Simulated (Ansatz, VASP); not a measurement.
# Al (Aluminum) in two plane-wave programs

Wanted: the spread between two codes on one cell, functional and k mesh. The cell is taken from a series of runs on this material, whose earlier steps may have relaxed, scaled, displaced or heated it; both programs get it as it stands.

Method: plane waves, with VASP 6.6.1 beside it; elastic constants at PBE, in Ansatz 0.2.0.

### 1. Starting point

Symmetry: Fm-3m, No. 225, cubic system. Conventional cell: a = 4.042 Å, b = 4.042 Å, c = 4.042 Å, α = 90.00°, β = 90.00°, γ = 90.00°. Al has 12 Al at 2.86 Å nearest.

As a file:

```
Al
1.0
     0.00000    2.02120    2.02120
     2.02120    0.00000    2.02120
     2.02120    2.02120    0.00000
Al
1
Direct
  0.00000 0.00000 0.00000
```

### 2. VASP: elastic constants, PBE

Elastic constants are differences of stresses under small strains, so they test the stress and the mesh.

Lines of VASP's logs that name or quote its potential files are left out, and so is its time.

INCAR

```
SYSTEM = Al
PREC = Accurate
ENCUT = 500
EDIFF = 1E-08
NELM = 120
ISMEAR = -1
SIGMA = 0.15
LREAL = .FALSE.
ALGO = Normal
GGA = PE
NBANDS = 7
LORBIT = 11
LWAVE = .FALSE.
LCHARG = .FALSE.
ISIF = 3
IBRION = 6
NFREE = 2
POTIM = 0.015
NSW = 1
LASPH = .TRUE.
GGA_COMPAT = .FALSE.
KPAR = 2
```

POSCAR

```
Al
1.0
    0.0000000000      2.0212030295      2.0212030295
    2.0212030295      0.0000000000      2.0212030295
    2.0212030295      2.0212030295      0.0000000000
Al
1
Direct
    0.0000000000      0.0000000000      0.0000000000
```

KPOINTS

```
Automatic mesh
0
Gamma
22 22 22
0 0 0
```

PAW data sets: Al (PBE family, release 64).

The run is started by

```bash
$ mpirun -np 2 vasp_std
```

Numbers of over 12 decimals in the logs are rounded to 6 here.

Log:

```text
[banner, memory and clock lines left out]
running    2 mpi-ranks, on    1 nodes
 distrk:  each k-point on    1 cores,    2 groups
 distr:  one band on    1 cores,    1 groups

 POSCAR found type information on POSCAR Al
 POSCAR found :  1 types and       1 ions
 LDA part: xc-table for (Slater+PW92), standard interpolation
 POSCAR, INCAR and KPOINTS ok, starting setup
 FFT: planning ... GRIDC
 FFT: planning ... GRID_SOFT
 FFT: planning ... GRID
 WAVECAR not read
 entering main loop
       N       E                     dE             d eps       ncg     rms          rms(c)
DAV:   1    -0.219004460585E+01   -0.21900E+01   -0.86724E+02  4641   0.226E+02
DAV:   2    -0.377456147532E+01   -0.15845E+01   -0.15322E+01  6300   0.216E+01
DAV:   3    -0.378401340995E+01   -0.94519E-02   -0.94425E-02  6286   0.188E+00
DAV:   4    -0.378403544589E+01   -0.22036E-04   -0.22036E-04  6979   0.792E-02
DAV:   5    -0.378403547414E+01   -0.28252E-07   -0.28291E-07  6328   0.168E-03    0.130E+00
DAV:   6    -0.377105091314E+01    0.12985E-01   -0.16555E-03  6104   0.221E-01    0.757E-01
DAV:   7    -0.376157114907E+01    0.94798E-02   -0.49717E-03  5754   0.359E-01    0.146E-01
DAV:   8    -0.376156648360E+01    0.46655E-05   -0.15653E-05  6881   0.317E-02    0.768E-03
DAV:   9    -0.376156497509E+01    0.15085E-05   -0.83482E-07  6461   0.455E-03    0.743E-04
DAV:  10    -0.376156458756E+01    0.38753E-06   -0.37661E-09  7210   0.468E-04    0.252E-04
DAV:  11    -0.376156454910E+01    0.38462E-07   -0.93262E-11  4529   0.631E-05    0.542E-05
DAV:  12    -0.376156456388E+01   -0.14775E-07   -0.97724E-12  3710   0.204E-05    0.829E-06
DAV:  13    -0.376156456503E+01   -0.11490E-08   -0.30039E-13  3052   0.396E-06
   1 F= -.37615646E+01 E0= -.37470799E+01  d E =-.289693E-01
[... from here on, the cycles between the ionic steps are left out ...]
   2 F= -.37601506E+01 E0= -.37454115E+01  d E =-.294782E-01
   3 F= -.37602110E+01 E0= -.37458203E+01  d E =-.287814E-01
   4 F= -.37601506E+01 E0= -.37454115E+01  d E =-.294782E-01
   5 F= -.37602110E+01 E0= -.37458203E+01  d E =-.287814E-01
   6 F= -.37601506E+01 E0= -.37454115E+01  d E =-.294782E-01
   7 F= -.37602110E+01 E0= -.37458203E+01  d E =-.287814E-01
   8 F= -.37611287E+01 E0= -.37466169E+01  d E =-.290236E-01
   9 F= -.37611287E+01 E0= -.37466169E+01  d E =-.290236E-01
  10 F= -.37611287E+01 E0= -.37466169E+01  d E =-.290236E-01
  11 F= -.37611287E+01 E0= -.37466169E+01  d E =-.290236E-01
  12 F= -.37611287E+01 E0= -.37466169E+01  d E =-.290236E-01
  13 F= -.37611287E+01 E0= -.37466169E+01  d E =-.290236E-01
  14 F= -.37615646E+01 E0= -.37470799E+01  d E =-.289693E-01
 Finite differences progress:
  Degree of freedom:   7/  7
  Displacement:        1/  2
  Total:              13/ 14
 bond charge predicted
       N       E                     dE             d eps       ncg     rms          rms(c)
DAV:   1    -0.376153142846E+01    0.33144E-04   -0.57061E-02  4865   0.151E+00    0.488E-02
DAV:   2    -0.376156838747E+01   -0.36959E-04   -0.39768E-04  6909   0.144E-01    0.308E-02
DAV:   3    -0.376156451723E+01    0.38702E-05   -0.18196E-05  5894   0.243E-02    0.119E-03
DAV:   4    -0.376156453926E+01   -0.22029E-07   -0.23801E-07  6902   0.335E-03    0.749E-04
DAV:   5    -0.376156456914E+01   -0.29882E-07   -0.35654E-08  6461   0.871E-04    0.215E-05
DAV:   6    -0.376156456827E+01    0.86972E-09   -0.29299E-10  4256   0.118E-04
  15 F= -.37615646E+01 E0= -.37470799E+01  d E =-.289693E-01
 Finite differences progress:
  Degree of freedom:   7/  7
  Displacement:        2/  2
  Total:              14/ 14
```

Parts of OUTCAR (step 2):

```text
ion  position               nearest neighbor table
   1  0.000  0.000  0.000-

  LATTYP: Found a face centered cubic cell.
 ALAT       =     4.0424060590

 Subroutine GETGRP returns: Found 48 space group operations
 (whereof 48 operations were pure point group operations)

The static configuration has the point symmetry O_h .

 Found    328 irreducible k-points:

   k-points           NKPTS =    328   k-points in BZ     NKDIM =    328   number of bands    NBANDS=      7

   dimension x,y,z NGX =    24 NGY =   24 NGZ =   24
   dimension x,y,z NGXF=    48 NGYF=   48 NGZF=   48

   ENCUT  =  500.0 eV  36.75 Ry    6.06 a.u.   5.21  5.21  5.21*2*pi/ulx,y,z

   NELECT =       3.0000    total number of electrons

 k-points in reciprocal lattice and weights: Automatic mesh
   0.00000000  0.00000000  0.00000000       0.000
   0.04545455  0.00000000  0.00000000       0.001
   0.09090909  0.00000000  0.00000000       0.001
   0.13636364  0.00000000  0.00000000       0.001
   0.18181818  0.00000000  0.00000000       0.001
   0.22727273  0.00000000  0.00000000       0.001
   0.27272727  0.00000000  0.00000000       0.001
   0.31818182  0.00000000  0.00000000       0.001
   0.36363636  0.00000000  0.00000000       0.001
[...]
-0.27272727  0.45454545  0.22727273       0.002
  -0.27272727  0.50000000  0.22727273       0.001

 average (electrostatic) potential at core
       1 -72.6365

 E-fermi :   7.9834

 k-point     1 :       0.0000    0.0000    0.0000
  band No.  band energies     occupation
      1      -3.1373      2.00000
      2      20.6056      0.00000
      3      20.6056      0.00000
      4      20.6056      0.00000
      5      22.0909      0.00000
      6      22.0909      0.00000
    ...

 k-point     2 :       0.0455    0.0000    0.0000
  band No.  band energies     occupation
      1      -3.0812      2.00000
      2      19.4679      0.00000
      3      20.3801      0.00000
      4      20.3801      0.00000
      5      22.4042      0.00000
      6      22.4042      0.00000
    ...

 k-point     3 :       0.0909    0.0000    0.0000
  band No.  band energies     occupation
      1      -2.9129      2.00000
      2      17.6844      0.00000
      3      19.9647      0.00000
      4      19.9647      0.00000
      5      22.7560      0.00000
      6      23.0721      0.00000
    ...

  Total       -0.0048673     -0.0048673     -0.0048673      0.0000000      0.0000000      0.0000000
  in kB       -0.4722097     -0.4722097     -0.4722097      0.0000000      0.0000000      0.0000000
  external PRESSURE =      -0.4722097 kB  Pullay stress =       0.0000000 kB

  energy-cutoff  :      500.00
  volume of cell :       16.51
      direct lattice vectors                 reciprocal lattice vectors
     0.000000000  2.021203030  2.021203030    -0.247377425  0.247377425  0.247377425
     2.021203030  0.000000000  2.021203030     0.247377425 -0.247377425  0.247377425
     2.021203030  2.021203030  0.000000000     0.247377425  0.247377425 -0.247377425

 POSITION                                       TOTAL-FORCE (eV/Angst)
 -----------------------------------------------------------------------------------
     -0.01500      0.00000      0.00000        -0.000000     -0.000000     -0.000000
 -----------------------------------------------------------------------------------
    total drift:                               -0.000000      0.000000      0.000000

  FREE ENERGIE OF THE ION-ELECTRON SYSTEM (eV)
  ---------------------------------------------------
  free  energy   TOTEN  =        -3.7615645683 eV

  energy  without entropy=       -3.7325952937  energy(sigma->0) =       -3.74707993

  SYMMETRIZED ELASTIC MODULI (kBar)
 Direction    XX          YY          ZZ          XY          YZ          ZX
 --------------------------------------------------------------------------------
 XX        1185.5620    570.1676    570.1676      0.0000     -0.0000     -0.0000
 YY         570.1676   1185.5620    570.1676     -0.0000     -0.0000     -0.0000
 ZZ         570.1676    570.1676   1185.5620      0.0000      0.0000      0.0000
 XY           0.0000     -0.0000      0.0000    374.8512     -0.0000      0.0000
 YZ          -0.0000     -0.0000      0.0000     -0.0000    374.8512      0.0000
 ZX          -0.0000     -0.0000      0.0000      0.0000      0.0000    374.8512
 --------------------------------------------------------------------------------

 Eigenvectors and eigenvalues of the dynamical matrix
 ----------------------------------------------------

   1 f/i=    0.000000 THz     0.000000 2PiTHz    0.000000 cm-1     0.000000 meV
             X         Y         Z           dx          dy          dz
      0.000000  0.000000  0.000000     0.640076    0.398568    0.656846

   2 f/i=    0.000000 THz     0.000000 2PiTHz    0.000000 cm-1     0.000000 meV
             X         Y         Z           dx          dy          dz
      0.000000  0.000000  0.000000    -0.768038    0.354740    0.533176

   3 f/i=    0.000000 THz     0.000000 2PiTHz    0.000000 cm-1     0.000000 meV
             X         Y         Z           dx          dy          dz
      0.000000  0.000000  0.000000    -0.020502   -0.845756    0.533176

 ELASTIC MODULI CONTR FROM IONIC RELAXATION (kBar)
 Direction    XX          YY          ZZ          XY          YZ          ZX
 --------------------------------------------------------------------------------
 XX           0.0000      0.0000      0.0000      0.0000      0.0000      0.0000
 YY           0.0000      0.0000      0.0000      0.0000      0.0000      0.0000
 ZZ           0.0000      0.0000      0.0000      0.0000      0.0000      0.0000
 XY           0.0000      0.0000      0.0000      0.0000      0.0000      0.0000
 YZ           0.0000      0.0000      0.0000      0.0000      0.0000      0.0000
 ZX           0.0000      0.0000      0.0000      0.0000      0.0000      0.0000
 --------------------------------------------------------------------------------

 TOTAL ELASTIC MODULI (kBar)
 Direction    XX          YY          ZZ          XY          YZ          ZX
 --------------------------------------------------------------------------------
 XX        1185.5620    570.1676    570.1676      0.0000     -0.0000     -0.0000
 YY         570.1676   1185.5620    570.1676     -0.0000     -0.0000     -0.0000
 ZZ         570.1676    570.1676   1185.5620      0.0000      0.0000      0.0000
 XY           0.0000     -0.0000      0.0000    374.8512     -0.0000      0.0000
 YZ          -0.0000     -0.0000      0.0000     -0.0000    374.8512      0.0000
 ZX          -0.0000     -0.0000      0.0000      0.0000      0.0000    374.8512
 --------------------------------------------------------------------------------

 total charge
# of ion       s       p       d       tot
------------------------------------------
    1        0.429   0.338   0.000   0.767

[... 3 further parts left out ...]
```

CONTCAR:

```
Al
   1.00000000000000
     0.0000000000000000    2.0212030295000001    2.0212030295000001
     2.0212030295000001    0.0000000000000000    2.0212030295000001
     2.0212030295000001    2.0212030295000001    0.0000000000000000
  Al
     1
Direct
     0.0037106613687668   -0.0037106613687668   -0.0037106613687668
```

The last energy, forces, stress and levels in OUTCAR belong to the last displaced cell, not to the cell of POSCAR.

Levels, forces or a CONTCAR printed for this step are those of its last displaced cell, not of the structure at rest.

(Continued in part 2 of 2.)

[Lines on the potential files, build, host, timing and source positions are cut from VASP's logs without a mark.]

[Logs are printed without paths, hosts, clocks, repeated set-up lines and the standing remarks that a program may print on its own settings, such as how far it seeks lower states.]

[Hosts, paths, dates, database ids (printed as entryN), source tags and the programs' standing remarks are cut or masked in the printed files.]
